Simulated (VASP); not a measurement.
Data:

```xyz
6
Lattice="4.5080 0.0000 0.0000 -2.2540 3.9040 0.0000 0.0000 0.0000 10.2020" Properties=species:S:1:pos:R:3 pbc="T T T"
Hg     0.7917     1.3713     0.0000
Hg     2.9245     0.0000     3.4007
Hg    -1.4622     2.5327     6.8014
Te     1.0307     1.7852     5.1010
Te     2.4466     0.0000     8.5017
Te     3.2847     2.1188     1.7003
```

Level of theory: PBEsol GGA, VASP's PBE PAW potentials (set 64) (plane waves; VASP). Settings: 400 eV cut-off, 13×13×5 Γ-centred mesh, Gaussian smearing of 0.010 eV, potentials Hg Te.

Task: Estimate the energy per atom (σ→0).

Result: 
The energy per atom (σ→0) is -2.148 eV/atom.

The absolute energy has meaning only against runs of the same code, potentials and settings.

The structure comes from a computed database's HgTe entry (P3_121); how it stands against other phases isn't given here. It was relaxed first, which changed the volume by -8 %.
